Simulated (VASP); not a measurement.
Data:

```yaml
crystal:
  lattice:
    - [0.00000, 2.54461, 2.54461]
    - [2.54461, 0.00000, 2.54461]
    - [2.54461, 2.54461, 0.00000]
  atoms:
    - { symbol: Li, position: [0.00000, 0.00000, 0.00000] }
    - { symbol: Cl, position: [0.50000, 0.50000, 0.50000] }
```

All values below come from vdW-DF-cx, VASP's PBE PAW potentials (set 64) (plane waves; VASP). Settings: 520 eV cut-off, 8×8×8 Γ-centred mesh, Gaussian smearing of 0.050 eV, potentials Li_sv Cl.

### Question
What does the run give for the energy per atom (σ→0), band gap (on the k-mesh) with the smallest direct gap where there is one?

### Answer

```json
{
  "band gap (on the k-mesh)": "6.51 eV",
  "smallest direct gap (on the k-mesh)": "6.51 eV",
  "energy per atom (σ→0)": "-2.456 eV/atom"
}
```

The compound is LiCl in the rock salt structure. It was relaxed first. The start is the result of an earlier pass.
